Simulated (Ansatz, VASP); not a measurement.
# Mg (Magnesium) in two plane-wave programs

One calculation is typed for both programs; each brings its own data sets. How far apart do they land? The cell is taken from a series of runs on this material, whose earlier steps may have relaxed, scaled, displaced or heated it; both programs get it as it stands.

Main program and level: Ansatz 0.2.0; plane waves, with VASP 6.6.1 beside it; zone-centre phonons at PBEsol.

## (1) The structure

It takes space group P6_3/mmc (No. 194, hexagonal). The conventional cell has a = 3.177 Å, b = 3.177 Å, c = 5.203 Å, α = 90.00°, β = 90.00°, γ = 120.00°. Nearest to Mg lie 12 Mg at 3.18 Å.

As a file:

```cif
data_structure
_symmetry_space_group_name_H-M 'P 1'
_symmetry_Int_Tables_number 1
_cell_length_a 3.1769
_cell_length_b 3.1769
_cell_length_c 5.2031
_cell_angle_alpha 90.000
_cell_angle_beta 90.000
_cell_angle_gamma 120.000
_cell_volume 45.48
loop_
_atom_site_label
_atom_site_type_symbol
_atom_site_fract_x
_atom_site_fract_y
_atom_site_fract_z
_atom_site_occupancy
Mg1 Mg 0.33333 0.66667 0.25000 1
Mg2 Mg 0.66667 0.33333 0.75000 1
```

## (2) VASP: zone-centre phonons, PBEsol, pair 1

Second derivatives magnify differences that forces hide, and they need a tight electronic threshold.

Lines of VASP's logs that name or quote its potential files are left out, and so is its time.

Contents of INCAR:

```
SYSTEM = Mg
PREC = Accurate
ENCUT = 600
EDIFF = 1E-08
NELM = 120
ISMEAR = 1
SIGMA = 0.2
LREAL = .FALSE.
ALGO = Normal
GGA = PS
NBANDS = 8
LORBIT = 11
LWAVE = .FALSE.
LCHARG = .FALSE.
ISIF = 2
IBRION = 8
LASPH = .TRUE.
GGA_COMPAT = .FALSE.
KPAR = 2
```

Contents of POSCAR:

```
Mg
1.0
    3.1769298399      0.0000000000      0.0000000000
   -1.5884649200      2.7513019474      0.0000000000
    0.0000000000      0.0000000000      5.2030921551
Mg
2
Direct
    0.3333333303      0.6666666697      0.2500000000
    0.6666666697      0.3333333303      0.7500000000
```

Contents of KPOINTS:

```
Automatic mesh
0
Gamma
15 15 8
0 0 0
```

PAW data sets: Mg (PBE family, release 64).

Command:

```console
$ mpirun -np 2 vasp_std
```

Numbers of over 12 decimals in the logs are rounded to 6 here.

Log:

```text
[banner, memory and clock lines left out]
running    2 mpi-ranks, on    1 nodes
 distrk:  each k-point on    1 cores,    2 groups
 distr:  one band on    1 cores,    1 groups

 POSCAR found type information on POSCAR Mg
 POSCAR found :  1 types and       2 ions
|                                                                             |
|               ----> ADVICE to this user running VASP <----                  |
|                                                                             |
|     You enforced a specific xc type in the INCAR file but a different       |
|     [... a line on the potential file left out ...]
|     I HOPE YOU KNOW WHAT YOU ARE DOING!                                     |
|                                                                             |

 LDA part: xc-table for (Slater+PW92), standard interpolation
 POSCAR, INCAR and KPOINTS ok, starting setup
 FFT: planning ... GRIDC
 FFT: planning ... GRID_SOFT
 FFT: planning ... GRID
 WAVECAR not read
 entering main loop
       N       E                     dE             d eps       ncg     rms          rms(c)
DAV:   1    -0.821408493200E+00   -0.82141E+00   -0.14073E+03  2160   0.394E+02
DAV:   2    -0.345140329018E+01   -0.26300E+01   -0.24973E+01  2984   0.227E+01
DAV:   3    -0.346467961351E+01   -0.13276E-01   -0.13271E-01  2936   0.216E+00
DAV:   4    -0.346471521945E+01   -0.35606E-04   -0.35606E-04  3112   0.904E-02
DAV:   5    -0.346471532326E+01   -0.10381E-06   -0.10355E-06  2936   0.340E-03    0.965E-01
DAV:   6    -0.345418831835E+01    0.10527E-01   -0.61290E-04  2696   0.182E-01    0.615E-01
DAV:   7    -0.344462328326E+01    0.95650E-02   -0.25303E-03  2304   0.332E-01    0.316E-02
DAV:   8    -0.344462822693E+01   -0.49437E-05   -0.17614E-05  3376   0.296E-02    0.634E-03
DAV:   9    -0.344462789710E+01    0.32983E-06   -0.90982E-07  2472   0.453E-03    0.575E-04
DAV:  10    -0.344462775675E+01    0.14035E-06   -0.35462E-09  3264   0.371E-04    0.133E-04
DAV:  11    -0.344462774587E+01    0.10881E-07   -0.20561E-10  1504   0.122E-04    0.994E-06
DAV:  12    -0.344462774514E+01    0.72818E-09   -0.36951E-12  1464   0.113E-05
   1 F= -.34446277E+01 E0= -.34442899E+01  d E =-.101353E-02
 Linear response reoptimize wavefunctions to high precision
DAV:   1    -0.344462774556E+01   -0.41992E-09   -0.39026E-13  1552   0.356E-06
DAV:   2    -0.344462774556E+01    0.00000E+00    0.10789E-13  1368   0.118E-06
 Linear response DOF=           2
 Linear response progress:
  Degree of freedom:   1/  2
       N       E                     dE             d eps       ncg     rms          rms(c)
RMM:   1    -0.128747678749E-02   -0.12875E-02   -0.91343E-04 16606   0.179E-01
RMM:   2    -0.129440421353E-02   -0.69274E-05   -0.69733E-06 13979   0.151E-02    0.215E-02
RMM:   3    -0.128036896544E-02    0.14035E-04   -0.42503E-07 14490   0.643E-03    0.138E-02
RMM:   4    -0.128180927390E-02   -0.14403E-05   -0.11049E-06 14073   0.104E-02    0.744E-04
RMM:   5    -0.128237598566E-02   -0.56671E-06   -0.10205E-08 14971   0.497E-04    0.102E-04
RMM:   6    -0.128243329800E-02   -0.57312E-07    0.93215E-10 15155   0.832E-05    0.170E-05
RMM:   7    -0.128248087184E-02   -0.47574E-07   -0.62058E-09 15287   0.180E-05    0.104E-06
RMM:   8    -0.128248256145E-02   -0.16896E-08    0.15555E-09 15141   0.410E-06    0.367E-07
 first order change of Fermi-energy   0.44581E-06
 force on displaced ion       1 direction 1 :  -0.686   0.000   0.000
 Linear response progress:
  Degree of freedom:   2/  2
       N       E                     dE             d eps       ncg     rms          rms(c)
RMM:   1    -0.124274100233E-01   -0.12427E-01   -0.65068E-02  6958   0.297E-01
RMM:   2    -0.409770713749E-02    0.83297E-02   -0.11020E-03  4725   0.416E-02    0.292E-02
RMM:   3    -0.397741209260E-02    0.12030E-03   -0.24024E-05  4791   0.134E-02    0.133E-02
RMM:   4    -0.400330030847E-02   -0.25888E-04   -0.71728E-06  4843   0.737E-03    0.519E-03
RMM:   5    -0.400101264208E-02    0.22877E-05   -0.98107E-07  4867   0.413E-03    0.278E-04
RMM:   6    -0.400127984196E-02   -0.26720E-06    0.12672E-06  5082   0.268E-04    0.154E-04
RMM:   7    -0.400164093256E-02   -0.36109E-06    0.35281E-07  4994   0.105E-04    0.593E-06
RMM:   8    -0.400169593583E-02   -0.55003E-07    0.12007E-07  5244   0.148E-05    0.235E-06
RMM:   9    -0.400169725801E-02   -0.13222E-08    0.26451E-08  4940   0.471E-06    0.782E-07
 first order change of Fermi-energy  -0.36474E-05
 force on displaced ion       1 direction 3 :   0.000  -0.000  -2.623
 Linear response finished
```

From OUTCAR (step 2):

```text
ion  position               nearest neighbor table
   1  0.333  0.667  0.250-   2 3.18   2 3.18   2 3.18   2 3.18   2 3.18   2 3.18
   2  0.667  0.333  0.750-   1 3.18   1 3.18   1 3.18   1 3.18   1 3.18   1 3.18

  LATTYP: Found a hexagonal cell.
 ALAT       =     3.1769298399
 C/A-ratio  =     1.6377737052

 Subroutine GETGRP returns: Found 24 space group operations
 (whereof 12 operations were pure point group operations)

The static configuration has the point symmetry D_3d.
 The point group associated with its full space group is D_6h.

 Found    135 irreducible k-points:

   k-points           NKPTS =    135   k-points in BZ     NKDIM =    135   number of bands    NBANDS=      8

   dimension x,y,z NGX =    28 NGY =   28 NGZ =   42
   dimension x,y,z NGXF=    56 NGYF=   56 NGZF=   84

   ENCUT  =  600.0 eV  44.10 Ry    6.64 a.u.   6.35  6.35 10.39*2*pi/ulx,y,z

   NELECT =       4.0000    total number of electrons

 k-points in reciprocal lattice and weights: Automatic mesh
   0.00000000  0.00000000  0.00000000       0.001
   0.06666667  0.00000000  0.00000000       0.003
   0.13333333  0.00000000  0.00000000       0.003
   0.20000000  0.00000000  0.00000000       0.003
   0.26666667  0.00000000  0.00000000       0.003
   0.33333333  0.00000000  0.00000000       0.003
   0.40000000  0.00000000  0.00000000       0.003
   0.46666667  0.00000000  0.00000000       0.003
   0.06666667  0.06666667  0.00000000       0.003
[...]
0.33333333  0.26666667  0.50000000       0.007
   0.33333333  0.33333333  0.50000000       0.001

 average (electrostatic) potential at core
       1 -38.8665       2 -38.8665

  Total       -0.0103052     -0.0103052     -0.3513479      0.0000000      0.0000000      0.0000000
  in kB       -0.3630453     -0.3630453    -12.3777164      0.0000000      0.0000000      0.0000000
  external PRESSURE =      -4.3679357 kB  Pullay stress =       0.0000000 kB

  energy-cutoff  :      600.00
  volume of cell :       45.48
      direct lattice vectors                 reciprocal lattice vectors
     3.176929840  0.000000000  0.000000000     0.314769306  0.181732143  0.000000000
    -1.588464920  2.751301947  0.000000000     0.000000000  0.363464287  0.000000000
     0.000000000  0.000000000  5.203092155     0.000000000  0.000000000  0.192193405

 POSITION                                       TOTAL-FORCE (eV/Angst)
 -----------------------------------------------------------------------------------
     -0.00000      1.83420      1.30077         0.000000      0.000000      0.000000
      1.58846      0.91710      3.90232        -0.000000     -0.000000      0.000000
 -----------------------------------------------------------------------------------
    total drift:                                0.000000     -0.000000      0.000000

 Eigenvectors and eigenvalues of the dynamical matrix
 ----------------------------------------------------

   1 f  =    7.263287 THz    45.636577 2PiTHz  242.277168 cm-1    30.038527 meV
             X         Y         Z           dx          dy          dz
     -0.000000  1.834201  1.300773     0.000000    0.000000    0.707107
      1.588465  0.917101  3.902319     0.000000    0.000000   -0.707107

   2 f  =    3.714865 THz    23.341187 2PiTHz  123.914569 cm-1    15.363442 meV
             X         Y         Z           dx          dy          dz
     -0.000000  1.834201  1.300773    -0.470462    0.527888   -0.000000
      1.588465  0.917101  3.902319     0.470462   -0.527888   -0.000000

   3 f  =    3.714865 THz    23.341187 2PiTHz  123.914569 cm-1    15.363442 meV
             X         Y         Z           dx          dy          dz
     -0.000000  1.834201  1.300773    -0.527888   -0.470462    0.000000
      1.588465  0.917101  3.902319     0.527888    0.470462    0.000000

   4 f  =    0.000000 THz     0.000000 2PiTHz    0.000002 cm-1     0.000000 meV
             X         Y         Z           dx          dy          dz
     -0.000000  1.834201  1.300773     0.002155    0.233955    0.667278
      1.588465  0.917101  3.902319     0.002155    0.233955    0.667278

   5 f  =    0.000000 THz     0.000000 2PiTHz    0.000001 cm-1     0.000000 meV
             X         Y         Z           dx          dy          dz
     -0.000000  1.834201  1.300773     0.707055    0.007064   -0.004760
      1.588465  0.917101  3.902319     0.707055    0.007064   -0.004760

   6 f/i=    0.000000 THz     0.000000 2PiTHz    0.000001 cm-1     0.000000 meV
             X         Y         Z           dx          dy          dz
     -0.000000  1.834201  1.300773    -0.008240    0.667244   -0.233916
      1.588465  0.917101  3.902319    -0.008240    0.667244   -0.233916

 ELASTIC MODULI CONTR FROM IONIC RELAXATION (kBar)
 Direction    XX          YY          ZZ          XY          YZ          ZX
 --------------------------------------------------------------------------------
 XX         -31.4078     31.4078      0.0000      0.0000      0.0000     -0.0000
 YY          31.4078    -31.4078     -0.0000      0.0000      0.0000      0.0000
 ZZ           0.0000     -0.0000     -0.0000      0.0000      0.0000      0.0000
 XY           0.0000      0.0000      0.0000    -31.4078      0.0000     -0.0000
 YZ           0.0000      0.0000      0.0000      0.0000      0.0000      0.0000
 ZX          -0.0000      0.0000      0.0000     -0.0000      0.0000     -0.0000
 --------------------------------------------------------------------------------
```

Energies printed during the response cycles are not total energies of the cell. The PAW data sets were made with PBE, which is usual practice but a small mismatch for other functionals.

## (3) Ansatz: zone-centre phonons, PBEsol, pair 1

Ansatz runs on its PAW soft_1 files.

The same cell, functional, mesh and smearing now go to Ansatz, which takes its cutoff from its data sets.

Contents of input.yaml:

```yaml
crystal:
  lattice:
    - [3.1769298399, 0.0, 0.0]
    - [-1.58846492, 2.7513019474, 0.0]
    - [0.0, 0.0, 5.2030921551]
  atoms:
    - { symbol: Mg, position: [0.3333333303, 0.6666666697, 0.25] }
    - { symbol: Mg, position: [0.6666666697, 0.3333333303, 0.75] }
kpoints:
  mp_grid: { grid: [15, 15, 8] }
hamiltonian:
  xc: pbesol
  pseudopotentials: { kind: paw, azcp: { folder: soft_1 }, xc_functional: pbe }
scf:
  occupations: { method: methfessel_paxton, width: 0.2 }
output:
  eigenvalues: true
phonons:
  method: dfpt
```

Command:

```console
$ ansatz run input.yaml --threads 4 --pin off --max-ram 10240MiB --backend cpu --events-out ev --progress --plain --runs-dir out
```

Log:

```text
zone centre: on kpoints.mp_grid the ground state, and the responses unless they are solved on pairs of k-points, stand on 320 of the mesh's 1800 k-points, reduced under 4 symmetry operations, with k and −k counted as one. Each operation leaves every solved displacement unchanged or reverses it
Engine: ansatz 0.2.0, x86_64-unknown-linux-gnu
Pseudopotentials: kind: paw
Pseudopotential: Mg, paw, valence charge 10, recommended cutoff 420 eV (normal), soft_1/Mg.paw.azcp
Functional definition: PBEsol
  exchange = pbesol_x
  correlation = pbesol_c
Crystal: 2 atoms, lattice volume = 45.479 Å³
Basis set: ecut = 420 eV, 893 PW (Γ), exchange–correlation on 48×48×72 points (8 copies of the dense FFT grid, shifted against one another)
Bands: 14, of which v1, the nominal top of the filled ones, is band 10 counted from 1 (9 counted from 0)
Symmetry: 24 space group operations
k-points: 320 of 1800 (irreducible under 4 space group operations, time reversal used)
Non-local potential: Mg, projectors of the file, l = 0: 3, l = 1: 2, l = 2: 1
PAW form: soft (Blöchl's): semilocal exchange-correlation on the pseudo side does not see the compensation charge
PAW frozen core: Mg, regenerated for the run's functional, and the local potential with it (the file was generated under x = pbe(κ = 0.804, μ = 0.219515), c = pbe(β = 0.066725))
PAW one-centre angular grid: Mg, 110 points (default); XC on 64 Gauss nodes
Initial density: superposition of atomic densities (chi_scale 0.1, normalization cell)
Initial wavefunctions: pseudopotential atomic-orbital guess
Functional: x = pbesol(κ = 0.804, μ = 0.123457), c = pbesol(β = 0.046)
SCF iter   1: F=—  HF=-3824.131674 eV  |F-HF|=—  |Δ(HF+E_count)|=         —  Δρ=1.40e-2  dr2=1.18e-1  ethr=3.10e-3  ⟨swp⟩=5.0  Hψ=22143  notcnv=0
preconditioner: auto → none  [metal: Δε(μ)=0.030 eV  Ē_g=6.961 eV  σ=0.200 eV  W_gap=0.12  n_scr=8 (ndim 8)  ℏωp=11.0 eV  f_vac=0.000  D(μ)=0.96/eV (n_scr^D=2)  sad-step TF]
SCF iter   2: F=—  HF=-3824.120047 eV  |F-HF|=—  |Δ(HF+E_count)|=   1.16e-2  S|Δr|=    0.00e0  Δρ=9.78e-3  dr2=5.95e-2  ethr=5.88e-4  ⟨swp⟩=1.0  Hψ=7040  notcnv=0
SCF iter   3: F=—  HF=-3824.101741 eV  |F-HF|=—  |Δ(HF+E_count)|=   1.83e-2  S|Δr|=    0.00e0  Δρ=1.57e-3  dr2=1.49e-3  ethr=2.97e-4  ⟨swp⟩=1.2  Hψ=4544  notcnv=0
SCF iter   4: F=—  HF=-3824.101469 eV  |F-HF|=—  |Δ(HF+E_count)|=   2.71e-4  S|Δr|=    0.00e0  Δρ=1.52e-4  dr2=4.07e-6  ethr=7.46e-6  ⟨swp⟩=2.9  Hψ=7768  notcnv=0
SCF iter   5: F=—  HF=-3824.101468 eV  |F-HF|=—  |Δ(HF+E_count)|=   1.67e-6  S|Δr|=    0.00e0  Δρ=1.39e-5  dr2=2.18e-8  ethr=2.04e-8  ⟨swp⟩=2.0  Hψ=7765  notcnv=0
SCF iter   6: F=—  HF=-3824.101468 eV  |F-HF|=—  |Δ(HF+E_count)|=   3.24e-8  S|Δr|=    0.00e0  Δρ=2.53e-6  dr2=8.34e-10  ethr=1.09e-10  ⟨swp⟩=2.0  Hψ=7693  notcnv=0
SCF iter   7: F=-3824.101468 eV  HF=-3824.101468 eV  |F-HF|=1.36e-12  |Δ(HF+E_count)|=   1.74e-9  S|Δr|=    0.00e0  Δρ=1.03e-7  dr2=2.44e-12  ethr=1.00e-12  ⟨swp⟩=4.5  Hψ=22722  notcnv=0
SCF 1 converged in 7 iterations: F = -3824.101468 eV  dr2 = 2.44e-12
  greatest PAW one-centre occupation: 1.000 electrons in one spin orbital (limit 2), on the Mg atom at site 1 (counted from 0), in its partial waves of l = 0
DFPT response loops at Γ: preconditioner auto → Kerker (q_TF=auto, 2.379 Å⁻¹) (partly filled bands, converged f_vac=0.000); β = 1.00, the filter's whole step (`scf.mixing.beta` (0.50) is not read by the response loops under this deck's `scf.mixing.preconditioner`; to damp them name `kerker` or `kerker_dos`, under which they read `scf.mixing.beta`, and type it under 1.00, their step now; both keys bind the ground state too); Broyden in place of MSR1
SCF converged after 7 iterations
Stability not checked: this state was not tested for a lower state beside it, because cold or Methfessel-Paxton smearing, or corrected tetrahedra, fill the levels in a way that the test cannot read (fill_not_monotonic; see scf.lower_state_search)
Free energy (F): -3824.101468 eV
Harris-Foulkes:  -3824.101468 eV  (|F-HF|=1.36e-12)
Internal energy: -3824.100416 eV  (E = F + TS)
E sigma→0 (E₀):  -3824.101205 eV
Entropy (-TS):   -0.001052 eV (-0.526 meV/atom)
Fermi energy:    5.637515 eV
--- Per-component energies (eV) ---
  E_band       = -711.629642
  E_kinetic    = 138.443149
  E_local      = -3420.365059  (includes V_loc(G=0)·N_el)
  E_nonlocal   = 391.954327
  E_hartree    = 1165.241338
  E_xc         = -51.407068
  E_vxc        = -66.617909  (∫ρ·V_xc dr)
  E_paw        = -580.121475  (= ΣΔE_a)
  E_vpaw       = -85.526546  (= ΣTr[D̂ρ^β])
  E_aug_tail   = -0.000294  (compensation charges beyond the density's cutoff)
  E_ewald      = -1467.963057
  E_core_change = 0.117725  (= ΣΔE_core)
  E_smearing   = -0.001052  (= −TS)
  E_closure    = -0.000000  (closes the sum)
  Σ components = -3824.101468   (vs F -3824.101468, Δ=0.00e0)
--- Band table (eV; the first three rows and the last of 320) ---
  k-point 0: bands = [... 6 lower, -36.9191, -36.9191, -1.3262, 3.9006, 4.3209, 16.7106, 16.7106, 16.8690]
  k-point 1: bands = [... 6 lower, -36.9192, -36.9192, -1.2389, 2.8464, 5.5255, 16.4537, 16.7784, 16.7784]
  k-point 2: bands = [... 6 lower, -36.9198, -36.9198, -0.9774, 1.7615, 7.0616, 14.5193, 16.9735, 16.9735]
  k-point 319: bands = [... 6 lower, -36.9275, -36.9275, 3.2280, 3.2280, 8.1573, 8.1573, 9.6373, 9.6373]
--- Phonons (Γ-DFPT): 2 representative perturbations + reference, on 320 of 1800 k-points (Σ response iterations 6) ---
  k mesh reduced under 4 symmetry operations, with k and −k counted as one. Each operation leaves every solved displacement unchanged or reverses it
  ASR residual: 9.005e-5 → 0.000e0 eV/Å²; symmetrization residual: 1.569e-10 eV/Å²
  ASR residual per site (eV/Å²): 9.01e-5 9.01e-5
  Γ frequencies (cm⁻¹): 0.00 0.00 0.00 123.53 123.53 241.48
  non-analytic LO–TO correction: not included (Born effective charges unavailable; polar crystals: no LO–TO splitting at Γ)
```

In the SCF lines HF is the Harris–Foulkes energy and dr2 the Hartree energy of the density residual, in eV; the loop may stop once dr2 is under the threshold and the program's other checks hold. Hψ counts applications of the Hamiltonian.

## (4) Differences

Known differences besides the potentials themselves: the data sets hold 20 valence electrons in Ansatz (on its PAW soft_1 files) and 4 in VASP; the cutoff is 420 eV in Ansatz and 600 eV in VASP; Ansatz makes its cores anew for this functional, VASP keeps those of its PBE data sets. Total energies have different zeros and are not compared.

Both answers:

```
                  quantity  Ansatz   VASP  difference
optical mode 1 to 2 (cm⁻¹)   123.5  123.9     -0.31 %
     optical mode 3 (cm⁻¹)   241.5  242.3     -0.33 %
```

Modes are paired by rising frequency, not by their patterns, so a pair may set unlike modes beside each other; they are those without the splitting of longitudinal modes.

[end of part 1 of 2]

[Lines on the potential files, build, host, timing and source positions are cut from VASP's logs without a mark.]

[Logs are printed without paths, hosts, clocks, repeated set-up lines and the standing remarks that a program may print on its own settings, such as how far it seeks lower states.]

[Hosts, paths, dates, database ids (printed as entryN), source tags and the programs' standing remarks are cut or masked in the printed files.]
